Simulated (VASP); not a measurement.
A VASP calculation is set up with these files.

**POSCAR**
```
RbCl
1
    0.0000000000     3.3467374415     3.3467374415
    3.3467374415     0.0000000000     3.3467374415
    3.3467374415     3.3467374415    -0.0000000000
Rb Cl
1 1
Direct
  0.0000000000   1.0000000000   1.0000000000
  0.5000000000   0.5000000000   0.5000000000
```

**INCAR**
```
ALGO  =  Normal
EDIFF  =  1E-6
EDIFFG  =  -0.01
ENCUT  =  400
GGA  =  PE
IBRION  =  2
ISIF  =  3
ISMEAR  =  0
LASPH  =  .TRUE.
LCHARG  =  .FALSE.
LMAXMIX  =  4
LREAL  =  .FALSE.
LWAVE  =  .FALSE.
NELM  =  100
NSW  =  60
PREC  =  Accurate
SIGMA  =  0.05
SYSTEM  =  RbCl
```

KPOINTS:
```
Automatic mesh
0
Gamma
6 6 6
0 0 0
```

POTCAR, in this order: Rb_sv Cl (PBE.64 set). Program: vasp_std.

### Question
Translate this PBE calculation to Ansatz.

### Answer
One equivalent input (not run):
Ansatz 0.2 input:
```yaml
crystal:
  lattice:
    - [0.0000000, 3.3467374, 3.3467374]
    - [3.3467374, 0.0000000, 3.3467374]
    - [3.3467374, 3.3467374, 0.0000000]
  atoms:
    - { symbol: Rb, position: [0.0000000, 1.0000000, 1.0000000] }
    - { symbol: Cl, position: [0.5000000, 0.5000000, 0.5000000] }
kpoints:
  mp_grid: { grid: [6, 6, 6] }
hamiltonian:
  xc: pbe
  pseudopotentials: { kind: paw }
scf:
  occupations: { method: gaussian, width: 0.05 }
  max_iter: 100
relax:
  max_steps: 60
  f_tol: 0.01
  cell: {}
output: { forces: true, stress: true, eigenvalues: true }
```
The two are equivalent in intent, not identical: each code has its own PAW files, so the cut-off isn't converted (ENCUT is set for VASP's; basis.ecutwfc is left out, and Ansatz then takes the one that its files recommend); Ansatz stops its SCF on the density residual and VASP on the energy change (EDIFF).

The structure was generated: RbCl was put into the rock salt type (Fm-3m), which need not be its known phase. It was relaxed first, which changed the volume by -11 %. The start is the result of an earlier pass.
